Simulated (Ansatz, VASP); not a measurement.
## Al15InN16 (a cell with a defect): VASP beside Ansatz

The input INCAR:

```
SYSTEM = Al15InN16
ALGO = Fast
EDIFF = 1E-8
ENCUT = 520
GGA = PE
ISIF = 2
ISMEAR = -1
LASPH = .TRUE.
LCHARG = .FALSE.
LEFG = .TRUE.
LREAL = Auto
LWAVE = .FALSE.
NBANDS = 91
NELM = 100
PREC = Accurate
SIGMA = 0.01
```

The input KPOINTS:

```
k-points
0
G
  4 4 2
  0 0 0
```

POSCAR

```
Al15InN16
1.0
    6.2260000000      0.0000000000      0.0000000000
   -3.1130000000      5.3918741640      0.0000000000
    0.0000000000      0.0000000000      9.9620000000
In Al N
1 15 16
Direct
    0.1666666666      0.3333333334      0.0000000000
    0.1666666666      0.3333333334      0.5000000000
    0.1666666666      0.8333333334      0.0000000000
    0.1666666666      0.8333333334      0.5000000000
    0.6666666666      0.3333333334      0.0000000000
    0.6666666666      0.3333333334      0.5000000000
    0.6666666666      0.8333333334      0.0000000000
    0.6666666666      0.8333333334      0.5000000000
    0.3333333334      0.1666666666      0.2500000000
    0.3333333334      0.1666666666      0.7500000000
    0.3333333334      0.6666666666      0.2500000000
    0.3333333334      0.6666666666      0.7500000000
    0.8333333334      0.1666666666      0.2500000000
    0.8333333334      0.1666666666      0.7500000000
    0.8333333334      0.6666666666      0.2500000000
    0.8333333334      0.6666666666      0.7500000000
    0.1666666666      0.3333333334      0.1900000000
    0.1666666666      0.3333333334      0.6900000000
    0.1666666666      0.8333333334      0.1900000000
    0.1666666666      0.8333333334      0.6900000000
    0.6666666666      0.3333333334      0.1900000000
    0.6666666666      0.3333333334      0.6900000000
    0.6666666666      0.8333333334      0.1900000000
    0.6666666666      0.8333333334      0.6900000000
    0.3333333334      0.1666666666      0.4400000000
    0.3333333334      0.1666666666      0.9400000000
    0.3333333334      0.6666666666      0.4400000000
    0.3333333334      0.6666666666      0.9400000000
    0.8333333334      0.1666666666      0.4400000000
    0.8333333334      0.1666666666      0.9400000000
    0.8333333334      0.6666666666      0.4400000000
    0.8333333334      0.6666666666      0.9400000000
```

Input for Ansatz:

```yaml
crystal:
  lattice:
    - [6.226, 0.0, 0.0]
    - [-3.113, 5.391874164, 0.0]
    - [0.0, 0.0, 9.962]
  atoms:
    - { symbol: In, position: [0.1666666666, 0.3333333334, 0.0] }
    - { symbol: Al, position: [0.1666666666, 0.3333333334, 0.5] }
    - { symbol: Al, position: [0.1666666666, 0.8333333334, 0.0] }
    - { symbol: Al, position: [0.1666666666, 0.8333333334, 0.5] }
    - { symbol: Al, position: [0.6666666666, 0.3333333334, 0.0] }
    - { symbol: Al, position: [0.6666666666, 0.3333333334, 0.5] }
    - { symbol: Al, position: [0.6666666666, 0.8333333334, 0.0] }
    - { symbol: Al, position: [0.6666666666, 0.8333333334, 0.5] }
    - { symbol: Al, position: [0.3333333334, 0.1666666666, 0.25] }
    - { symbol: Al, position: [0.3333333334, 0.1666666666, 0.75] }
    - { symbol: Al, position: [0.3333333334, 0.6666666666, 0.25] }
    - { symbol: Al, position: [0.3333333334, 0.6666666666, 0.75] }
    - { symbol: Al, position: [0.8333333334, 0.1666666666, 0.25] }
    - { symbol: Al, position: [0.8333333334, 0.1666666666, 0.75] }
    - { symbol: Al, position: [0.8333333334, 0.6666666666, 0.25] }
    - { symbol: Al, position: [0.8333333334, 0.6666666666, 0.75] }
    - { symbol: "N", position: [0.1666666666, 0.3333333334, 0.19] }
    - { symbol: "N", position: [0.1666666666, 0.3333333334, 0.69] }
    - { symbol: "N", position: [0.1666666666, 0.8333333334, 0.19] }
    - { symbol: "N", position: [0.1666666666, 0.8333333334, 0.69] }
    - { symbol: "N", position: [0.6666666666, 0.3333333334, 0.19] }
    - { symbol: "N", position: [0.6666666666, 0.3333333334, 0.69] }
    - { symbol: "N", position: [0.6666666666, 0.8333333334, 0.19] }
    - { symbol: "N", position: [0.6666666666, 0.8333333334, 0.69] }
    - { symbol: "N", position: [0.3333333334, 0.1666666666, 0.44] }
    - { symbol: "N", position: [0.3333333334, 0.1666666666, 0.94] }
    - { symbol: "N", position: [0.3333333334, 0.6666666666, 0.44] }
    - { symbol: "N", position: [0.3333333334, 0.6666666666, 0.94] }
    - { symbol: "N", position: [0.8333333334, 0.1666666666, 0.44] }
    - { symbol: "N", position: [0.8333333334, 0.1666666666, 0.94] }
    - { symbol: "N", position: [0.8333333334, 0.6666666666, 0.44] }
    - { symbol: "N", position: [0.8333333334, 0.6666666666, 0.94] }
kpoints:
  mp_grid: { grid: [4, 4, 2] }
scf:
  occupations: { method: fermi_dirac, width: 0.01 }
hamiltonian:
  xc: pbe
  pseudopotentials: { kind: paw }
output:
  forces: true
  stress: true
  populations: true
  efg:
    quadrupole_moments_barn: { In: 0.772, Al: 0.1466, "N": 0.02044 }
    contact_densities: true
```

Alike in both runs: task electric field gradients; functional PBE; k mesh 4 × 4 × 2; occupations fermi-dirac, width 0.01 eV; no spin polarisation.

```csv
,VASP,Ansatz
version,VASP 6.6.1,Ansatz 0.2.0
potentials or method,"VASP PAW PBE potentials, release 64 (In_d, Al, N)","plane-wave PAW, scalar-relativistic"
plane-wave cutoff (eV),520,420
valence electrons in the cell,138,138
```

VASP gave:

```
gap on the k mesh at the Fermi level (eV)                      : 3.87
pressure (GPa)                                                 : 11.5
largest component of the traceless stress (GPa)                : 1.29
rms of the force components (eV/Å)                             : 1.206
Vzz of the field gradient on the site that differs most (V/Å²) : 5.1
```

Q: Which values does Ansatz return?

A: gap on the k mesh at the Fermi level (eV): 3.87; pressure (GPa): 11.7; largest component of the traceless stress (GPa): 1.23; rms of the force components (eV/Å): 1.208; Vzz of the field gradient on the site that differs most (V/Å²): 4.4.

Atom by atom the forces differ by 0.002 eV/Å (rms over components). The functional is the same, so the differences come from potentials, cutoffs and numerics. Ansatz warned: «gradients_without_spin_orbit».

Caveats: spin-orbit coupling is left out, which moves the levels of the heavy elements. A hybrid or GW would open this gap; PBE tends to underestimate it.
